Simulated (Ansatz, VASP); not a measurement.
# One calculation of AgPt3, two programs

```
CELL_PARAMETERS angstrom
3.84729 0.00000 0.00000
0.00000 3.84729 0.00000
0.00000 0.00000 3.84729
ATOMIC_POSITIONS crystal
Ag 0.00000 0.00000 0.00000
Pt 0.00000 0.50000 0.50000
Pt 0.50000 0.00000 0.50000
Pt 0.50000 0.50000 0.00000
```

Change from the starting cell: volume scaled by 0.96.

Alike in both runs: task single point; functional LDA; k mesh 9 × 9 × 9; occupations fermi-dirac, width 0.08 eV; no spin polarisation.

```csv
,VASP,Ansatz
version,VASP 6.6.1,Ansatz 0.2.0
potentials or method,"VASP PAW LDA potentials, release 64 (Ag, Pt), cutoff 520 eV","all-electron LAPW, scalar-relativistic"
```

Ansatz gave:

| Quantity | Value |
| --- | --- |
| pressure (GPa) | 14.7 |

Problem. What did VASP give for the same quantities?

Solution. Pressure (GPa): 15.5.

Ansatz ran all-electron here, so the differences hold the error of VASP's frozen core and of both bases.

Caveats: so large a pressure means that the cell lies far from this level's equilibrium, or that cutoff or potentials fall short (VASP). Spin-orbit coupling is left out, which matters for the levels of Pt.
